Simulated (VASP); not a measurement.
Given:

```
PbO2
1.0
    5.00877     0.00000     0.00000
    0.00000     5.00877     0.00000
    0.00000     0.00000     3.41150
Pb O
2 4
Direct
  0.00000   0.00000   0.00000
  0.50000   0.50000   0.50000
  0.30773   0.30773   0.00000
  0.80773   0.19227   0.50000
  0.19227   0.80773   0.50000
  0.69227   0.69227   0.00000
```

Computed with AM05 GGA, VASP's PBE PAW potentials (set 64) (plane waves; VASP). Settings: 520 eV cut-off, Gaussian smearing of 0.050 eV, potentials Pb_d O.

### Question
Give the energies of bands 15 to 28 at the high-symmetry points, in eV from the Fermi level.

### Answer

| band | Γ | X | M | Z | R | A |
|---|---|---|---|---|---|---|
| 15 | -8.11 | -6.53 | -5.67 | -7.50 | -7.17 | -7.96 |
| 16 | -3.36 | -6.53 | -5.67 | -7.50 | -7.17 | -7.96 |
| 17 | -3.31 | -2.61 | -3.20 | -3.41 | -4.67 | -3.95 |
| 18 | -3.31 | -2.61 | -3.20 | -3.41 | -4.67 | -3.95 |
| 19 | -2.06 | -2.42 | -2.60 | -2.93 | -3.46 | -1.99 |
| 20 | -2.03 | -2.42 | -2.60 | -2.93 | -3.46 | -1.99 |
| 21 | -1.80 | -1.33 | -1.56 | -2.03 | -1.07 | -1.94 |
| 22 | -0.68 | -1.33 | -1.56 | -2.03 | -1.07 | -1.94 |
| 23 | -0.63 | -0.67 | -0.69 | -1.10 | -0.77 | -0.67 |
| 24 | -0.63 | -0.67 | -0.69 | -1.10 | -0.77 | -0.67 |
| 25 | -0.60 | -0.39 | -0.48 | -0.78 | -0.24 | -0.52 |
| 26 | -0.60 | -0.39 | -0.48 | -0.78 | -0.24 | -0.52 |
| 27 | 0.09 | 2.31 | 2.71 | 3.62 | 3.93 | 2.71 |
| 28 | 4.12 | 2.31 | 2.71 | 3.62 | 3.93 | 2.71 |

It has no gap at this level: it comes out as a metal or semimetal.

The compound is PbO2 in the rutile structure. It was relaxed first.
